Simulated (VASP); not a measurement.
VASP runs on ZrO₂ (space group Pca2_1) share one base input (PBEsol GGA, plane waves, VASP's PBE PAW potentials (set 64)) and change the settings named in each case.

**INCAR**
```
GGA = PS   # PBEsol
PREC = Accurate
ALGO = Normal   # blocked Davidson
LWAVE = .FALSE.
LCHARG = .FALSE.
EDIFF = 1E-6   # SCF stop (eV)
ENCUT = 400
SIGMA = 0.05   # width (eV)
NELM = 100   # most electronic steps
LMAXMIX = 4
ISMEAR = 0
LASPH = .TRUE.   # aspherical one-centre terms
ISIF = 2   # forces and stress, cell fixed
SYSTEM = ZrO2
LREAL = .FALSE.   # projection in real space or not
```

**KPOINTS**
```
Automatic mesh
0
Gamma
5 6 5
0 0 0
```

### POSCAR
```
ZrO2
1
    5.2020360000     0.0000000000     0.0000000000
    0.0000000000     4.9965200000     0.0000000000
    0.0000000000     0.0000000000     5.0225530000
Zr O
4 8
Direct
  0.0302700000   0.7335400000   0.7490600000
  0.9697300000   0.2664600000   0.2490600000
  0.4697300000   0.7335400000   0.2490600000
  0.5302700000   0.2664600000   0.7490600000
  0.2298800000   0.4633000000   0.5008400000
  0.7701200000   0.5367000000   0.0008400000
  0.2701200000   0.4633000000   0.0008400000
  0.7298800000   0.5367000000   0.5008400000
  0.3650300000   0.9326400000   0.6061100000
  0.6349700000   0.0673600000   0.1061100000
  0.1349700000   0.9326400000   0.1061100000
  0.8650300000   0.0673600000   0.6061100000
```

POTCAR, in this order: Zr_sv O (PBE.64 set). Program: vasp_std.

```csv
change,E(σ→0) (eV/atom),pressure (GPa),largest force (eV/Å),−TS (eV)
base run,-10.0044,2.88,0.182,0.0000
SIGMA = 0.8,-10.0043,2.88,0.182,-0.0006
EDIFF = 1E-03,-10.0044,2.67,0.183,0.0000
IVDW = 10 (refused),-,-,-,-
"LDAU = .TRUE., LDAUJ = 0 0, LDAUL = 2 -1, LDAUTYPE = 2, LDAUU = 7.0 0",-8.6820,22.18,0.728,0.0000
ISYM = 0,-10.0044,2.88,0.182,0.0000
```
 Energies of different potentials or functionals have different zeros.  At 400 eV the pressure can carry a Pulay error.

Left out are runs that ran out of time, are held back, or changed the cell or the kind of run, fixed moments of cells without a moment, rows past the twelfth, gaps on odd meshes, pressures of charged cells and columns that move by less than the noise.

The structure comes from a computed database's ZrO2 entry; how it stands against other phases isn't given here. The cell was not relaxed at this level, forces remain on its atoms, its lattice was scaled by up to 2.5 %.
